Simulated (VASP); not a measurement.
Data:

```
CaSe
1.0
    0.00000     2.95747     2.95747
    2.95747     0.00000     2.95747
    2.95747     2.95747     0.00000
Ca Se
1 1
Direct
  0.00000   0.00000   0.00000
  0.50000   0.50000   0.50000
```

Level of theory: HSE06 screened hybrid, VASP's PBE PAW potentials (set 64) (plane waves; VASP 6.6.1). Run with 300 eV cut-off, 5×5×5 Γ-centred mesh, Gaussian smearing of 0.010 eV, potentials Ca_sv Se.

What does the run give for the energy per atom (σ→0)?

```
Item                           Result
---------------------  --------------
energy per atom (σ→0)  -5.355 eV/atom
```

The structure comes from a computed database's CaSe entry; how it stands against other phases isn't given here. The cell was not relaxed at this level.
